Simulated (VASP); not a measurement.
Energy against volume of KTaO$_{3}$ (cubic perovskite). These are PW91 GGA, VASP's PBE PAW potentials (set 64) (plane waves; VASP) values and carry that method's errors.

| V (Å³/atom) | E (eV/atom) |
|---|---|
| 12.299 | -8.22345 |
| 12.692 | -8.24765 |
| 13.084 | -8.25534 |
| 13.477 | -8.24910 |
| 13.869 | -8.23100 |

Task: Fit a third-order Birch-Murnaghan equation of state.

Result: 
```yaml
volume_per_atom: 13.09 Å³/atom
bulk_modulus: 1890 kbar
pressure_derivative_of_the_bulk_modulus: 4.55
lattice_constant_a: 4.030 Å
```

Measured: bulk modulus 220 GPa (computed value off by -14.2 %), as given by S. Tinte et al., Physical review. B, Condensed matter (1998), arXiv:cond-mat/9809379. The calculation is for a static lattice, while the measured bulk modulus holds thermal and zero-point effects, which are part of the difference.

The compound is KTaO3 in the cubic perovskite structure. It was relaxed first.
